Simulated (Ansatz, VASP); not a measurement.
# Two plane-wave programs on TlCuS3

```
Tl Cu S
1.0
     4.72467    0.00000    0.00000
     0.00000    4.72467    0.00000
     0.00000    0.00000    4.72467
Tl Cu S
1 1 3
Cartesian
  2.3623 2.3623 2.3623
  0.0000 0.0000 0.0000
  2.3623 0.0000 0.0000
  0.0000 2.3623 0.0000
  0.0000 0.0000 2.3623
```

Alike in both runs: task relaxation of cell and atoms; functional PBE; k mesh 8 × 8 × 8; occupations gaussian, width 0.1 eV; no spin polarisation.

```csv
,VASP,Ansatz
version,VASP 6.6.1,Ansatz 0.2.0
potentials or method,"VASP PAW PBE potentials, release 64 (Tl_d, Cu, S)","scalar-relativistic, plane waves, PAW"
plane-wave cutoff (eV),600,420
valence electrons in the cell,42,50
```

Ansatz gave:

```
gap on the k mesh at the Fermi level, each at its own relaxed structure (eV) : none
relaxed volume (Å³/atom)                                                     : 20.73
relaxed cell length with the largest relative difference (Å)                 : 4.697
```

Question: Which values does VASP return?

Answer: gap on the k mesh at the Fermi level, each at its own relaxed structure (eV): none; relaxed volume (Å³/atom): 20.77; relaxed cell length with the largest relative difference (Å): 4.700.

A gap of «none» marks a metal or a gap that the smearing closes. The two sets of potentials don't hold the same shells in valence.

Caveats: the run has no spin polarisation, though such a crystal can be magnetic. With open d or f shells a metallic result of PBE can be an artefact of self-interaction; +U or a hybrid may open a gap. The runs have no spin-orbit coupling, so splittings on Tl are missing.
